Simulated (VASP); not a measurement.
Given:

```
Au
1.0
    0.00000     2.08126     2.04045
    2.04045     0.00000     2.04045
    2.04045     2.08126     0.00000
Au
1
Cartesian
  0.00000   0.00000   0.00000
```

Level of theory: PBEsol GGA, VASP's PBE PAW potentials (set 64) (plane waves; VASP). Settings: 480 eV cut-off, 14×14×14 Γ-centred mesh, first-order Methfessel-Paxton smearing of 0.10 eV, potentials Au.

Task: Give the stress tensor in GPa (positive for a compressed cell).

Result: 
```
-3.13   0.00   0.00
 0.00  -3.71   0.00
 0.00   0.00  -3.13
```
The pressure is its mean diagonal, -3.33 GPa.

The compound is Au in the fcc structure. This cell was strained or had an atom moved on purpose.
